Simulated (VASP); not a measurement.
Input for VASP

### POSCAR
```
Al2Te5
1
    6.8927060000    -2.0495120000     0.0000000000
    6.8927060000     2.0495120000     0.0000000000
   -6.0940090000     0.0000000000     7.9675190000
Al Te
2 5
Direct
  0.3705000000   0.3705000000   0.5981100000
  0.6295000000   0.6295000000   0.4018900000
  0.5814600000   0.5814600000   0.8737500000
  0.4185400000   0.4185400000   0.1262500000
  0.0000000000   0.0000000000   0.0000000000
  0.1814800000   0.1814800000   0.5999300000
  0.8185200000   0.8185200000   0.4000700000
```

INCAR:
```
! general
SYSTEM   =  Al2Te5
PREC     =  Accurate
ENCUT    =  300   ! plane-wave cut-off (eV)
LREAL    =  F   ! projection in real space or not
LASPH    =  T   ! aspherical one-centre terms

! electronic loop
EDIFF    =  1E-6
NELM     =  100
ALGO     =  Normal
LMAXMIX  =  4   ! l cut-off of mixed one-centre charges

! smearing
ISMEAR   =  -1
SIGMA    =  0.01   ! width (eV)

! functional
GGA      =  PS   ! PBEsol

! ions
ISIF     =  2   ! forces and stress, cell fixed

! output
LWAVE    =  F
LCHARG   =  F
```

File KPOINTS:
```
Automatic mesh
0
G
3 3 2
```

POTCAR, in this order: Al Te (PBE.64 set). Program: vasp_std.

Write an equivalent input for Quantum ESPRESSO's pw.x.

One equivalent input (not run):
```
&CONTROL
  calculation = 'scf'
  pseudo_dir = './pseudo'
  outdir = './out'
  tprnfor = .true.
  tstress = .true.
/
&SYSTEM
  ibrav = 0
  nat = 7
  ntyp = 2
  ecutwfc = 82.3
  occupations = 'smearing'
  smearing = 'fermi-dirac'
  degauss = 0.000735
  input_dft = 'pbesol'
/
&ELECTRONS
  conv_thr = 7.3e-08
  electron_maxstep = 100
/
ATOMIC_SPECIES
  Al 26.982 Al.upf
  Te 127.600 Te.upf
CELL_PARAMETERS angstrom
     6.8927060   -2.0495120    0.0000000
     6.8927060    2.0495120    0.0000000
    -6.0940090    0.0000000    7.9675190
ATOMIC_POSITIONS crystal
  Al   0.3705000  0.3705000  0.5981100
  Al   0.6295000  0.6295000  0.4018900
  Te   0.5814600  0.5814600  0.8737500
  Te   0.4185400  0.4185400  0.1262500
  Te   0.0000000  0.0000000  0.0000000
  Te   0.1814800  0.1814800  0.5999300
  Te   0.8185200  0.8185200  0.4000700
K_POINTS automatic
  3 3 2 0 0 0
```
The two are equivalent in intent, not identical: the potentials are each code's own (VASP's PAW set, PseudoDojo norm-conserving files in pw.x), so ENCUT and ecutwfc are chosen apart and not converted; conv_thr bounds pw.x's estimated SCF error, while EDIFF bounds the energy change between steps.

The structure comes from a computed database's Al2Te5 entry; how it stands against other phases isn't given here. The cell was not relaxed at this level. The k-mesh is coarse (spacing up to 0.55 per Å, 2π included), so the numbers may not be converged in it.
